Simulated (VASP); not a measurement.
OSZICAR of a VASP run on Sb (relaxed from the simple-cubic structure, space group Pm-3m):

OSZICAR:
```
       N       E                     dE             d eps       ncg     rms          rms(c)
DAV:   1     0.623693538323E+01    0.62369E+01   -0.13433E+03  1026   0.422E+02
DAV:   2    -0.434270164595E+01   -0.10580E+02   -0.10234E+02  1404   0.669E+01
DAV:   3    -0.453933347728E+01   -0.19663E+00   -0.18828E+00  1134   0.959E+00
DAV:   4    -0.454046110245E+01   -0.11276E-02   -0.11148E-02  1530   0.935E-01
DAV:   5    -0.454046358067E+01   -0.24782E-05   -0.25190E-05  1254   0.276E-02    0.199E+00
DAV:   6    -0.453912470397E+01    0.13389E-02   -0.22623E-04  1404   0.151E-01    0.118E+00
DAV:   7    -0.453816066521E+01    0.96404E-03   -0.66311E-04  1200   0.239E-01    0.594E-02
DAV:   8    -0.453817005511E+01   -0.93899E-05   -0.22212E-05  1428   0.417E-02    0.475E-03
DAV:   9    -0.453817010556E+01   -0.50442E-07   -0.64953E-07  1356   0.714E-03
   1 F= -.45381701E+01 E0= -.45381701E+01  d E =0.000000E+00
```

### Question
Which electronic solver shows in the log?

### Answer
It is blocked Davidson (ALGO = Normal, or the opening steps of other solvers). The INCAR had ALGO = Normal.

### Question
Can the final energy be trusted as converged?

### Answer
The calculation finished and met its thresholds. It stopped with EDIFF = 1E-7, NELM = 100 (PBEsol GGA, plane waves, VASP's PBE PAW potentials (set 64)).

The structure was generated: Sb was put into the simple-cubic type (Pm-3m), which need not be its known phase. It was relaxed first, which changed the volume by -6 %.
